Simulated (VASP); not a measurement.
Given:

```xyz
2
Lattice="0.0000 2.4408 2.4408 2.4408 0.0000 2.4408 2.4408 2.4408 0.0000" Properties=species:S:1:pos:R:3 pbc="T T T"
Ca     0.0000     0.0000     0.0000
O      2.4408     2.4408     2.4408
```

These are revPBE GGA, VASP's PBE PAW potentials (set 64) (plane waves; VASP) values and carry that method's errors. Run with 520 eV cut-off, 9×9×9 Γ-centred mesh, Gaussian smearing of 0.050 eV, potentials Ca_sv O.

**Question.** What does the run give for the energy per atom (σ→0)?

**Answer.** 
- energy per atom (σ→0): -6092 meV/atom

Only differences to runs with the same potentials and settings are physical.

The compound is CaO in the rock salt structure. It was relaxed first.
